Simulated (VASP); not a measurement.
All values below come from PBEsol GGA, VASP's PBE PAW potentials (set 64) (plane waves; VASP). For the first row: Numerical set-up: 520 eV cut-off, 7×7×11 Γ-centred mesh, first-order Methfessel-Paxton smearing of 0.10 eV, potentials Cr_pv O.

```
system         energy (eV/atom)
-------------  ----------------
CrO2 (rutile)           -8.8400
Cr atom                 -5.5361
O atom                  -1.8454
```

Atoms are spin-polarised in a large box without symmetry, with the spin fixed by Hund's rule, and may not be in the lowest state of each functional; no zero-point energy is added.

**Question.** What is the cohesive energy per atom of CrO2?

**Answer.** The references average (2×(-5.5361) + 4×(-1.8454))/6 = -3.0756 eV, so the cohesive energy is -3.0756 − (-8.8400) = 5.764 eV/atom.
